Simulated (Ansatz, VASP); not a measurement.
## ZrWS3: VASP beside Ansatz

```
CELL_PARAMETERS angstrom
4.58729 0.00000 0.00000
0.00000 4.58729 0.00000
0.00000 0.00000 4.58729
ATOMIC_POSITIONS crystal
Zr 0.00000 0.00000 0.00000
W 0.50000 0.50000 0.50000
S 0.00000 0.50000 0.50000
S 0.50000 0.50000 0.00000
S 0.50000 0.00000 0.50000
```

Change from the starting cell: species swapped into the YbRh3C type (Pm-3m, No. 221).

Alike in both runs: task single point; functional PBE; k mesh 4 × 4 × 4; occupations gaussian, width 0.1 eV; collinear spin.

|  | VASP | Ansatz |
| --- | --- | --- |
| version | VASP 6.6.1 | Ansatz 0.2.0 |
| potentials or method | VASP PAW PBE potentials, release 64 (Zr_sv, W_sv, S) | scalar-relativistic, plane waves, PAW |
| plane-wave cutoff (eV) | 520 | 420 |
| valence electrons in the cell | 44 | 44 |

Ansatz gave:

- gap on the k mesh at the Fermi level (eV): none
- pressure (GPa): 4.9
- net moment per atom (μB): 0.19
- size of the moment on the site where the two differ most (μB): 0.78

Question: Which values does VASP return?

Answer: gap on the k mesh at the Fermi level (eV): none; pressure (GPa): 4.9; net moment per atom (μB): 0.19; size of the moment on the site where the two differ most (μB): 0.73.

Site moments also hang on the region over which each program counts them. A gap of «none» marks a metal or a gap that the smearing closes. Ansatz warned: «no_starting_moments».

The runs have no spin-orbit coupling, so splittings on W are missing.
